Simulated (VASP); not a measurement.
OSZICAR of a VASP run on ZnS (wurtzite):

### OSZICAR
```
       N       E                     dE             d eps       ncg     rms          rms(c)
DAV:   1     0.213112593378E+03    0.21311E+03   -0.15326E+04   440   0.166E+03
DAV:   2     0.424765606228E+01   -0.20886E+03   -0.20407E+03   470   0.341E+02
DAV:   3    -0.141571426990E+02   -0.18405E+02   -0.18339E+02   530   0.108E+02
DAV:   4    -0.145209392304E+02   -0.36380E+00   -0.36353E+00   512   0.158E+01
DAV:   5    -0.145282968762E+02   -0.73576E-02   -0.73571E-02   554   0.217E+00    0.998E+00
DAV:   6    -0.136536341898E+02    0.87466E+00   -0.20466E+00   676   0.432E+01    0.775E+00
DAV:   7    -0.136852000460E+02   -0.31566E-01   -0.19761E+00   476   0.814E+00    0.335E+00
DAV:   8    -0.136667931864E+02    0.18407E-01   -0.11828E-01   592   0.459E+00    0.112E+00
DAV:   9    -0.136676354983E+02   -0.84231E-03   -0.20566E-02   616   0.257E+00    0.280E-01
DAV:  10    -0.136677848858E+02   -0.14939E-03   -0.13365E-03   512   0.424E-01    0.181E-01
DAV:  11    -0.136680300817E+02   -0.24520E-03   -0.35345E-04   518   0.128E-01    0.882E-02
DAV:  12    -0.136680320194E+02   -0.19377E-05   -0.26712E-05   680   0.824E-02    0.159E-02
DAV:  13    -0.136680346021E+02   -0.25828E-05   -0.50178E-06   498   0.167E-02    0.812E-03
DAV:  14    -0.136680349953E+02   -0.39323E-06   -0.69000E-07   358   0.102E-02
   1 F= -.13668035E+02 E0= -.13668035E+02  d E =-.171614E-15
```

Problem. Which electronic solver shows in the log?

Solution. It is blocked Davidson (ALGO = Normal, or the opening steps of other solvers). The INCAR had ALGO = Normal.

Problem. Can the final energy be trusted as converged?

Solution. Self-consistency was reached. It stopped with EDIFF = 1E-6, NELM = 100 (PBE GGA, plane waves, VASP's PBE PAW potentials (set 64)).

The compound is ZnS in the wurtzite structure, the high-temperature form. The cell was not relaxed at this level.
